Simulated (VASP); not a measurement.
Given:

```
Al2O3
1.0
    1.50854     0.87096     5.77419
   -1.50854     0.87096     5.77419
    0.00000    -1.74192     5.77419
Al O
2 3
Cartesian
  0.00000   0.00000  13.98040
  0.00000   0.00000   5.31290
  0.00000   0.00000  16.83413
  0.00000   0.00000   7.23901
  0.00000   0.00000   3.35221
```

All values below come from PBEsol GGA, VASP's PBE PAW potentials (set 64) (plane waves; VASP). Settings: 520 eV cut-off, 10×10×10 Γ-centred mesh, tetrahedra with Blöchl corrections, potentials Al O.

Predict the energy per atom (σ→0), band gap (on the k-mesh) with the smallest direct gap where there is one.

```yaml
band gap (on the k-mesh): 4.07 eV
smallest direct gap (on the k-mesh): 4.07 eV
energy per atom (σ→0): -7.758 eV/atom
```

Total energies compare only between runs with the same potentials, cut-off and functional.

The structure comes from a computed database's Al2O3 entry (R3m); how it stands against other phases isn't given here. It was relaxed first.
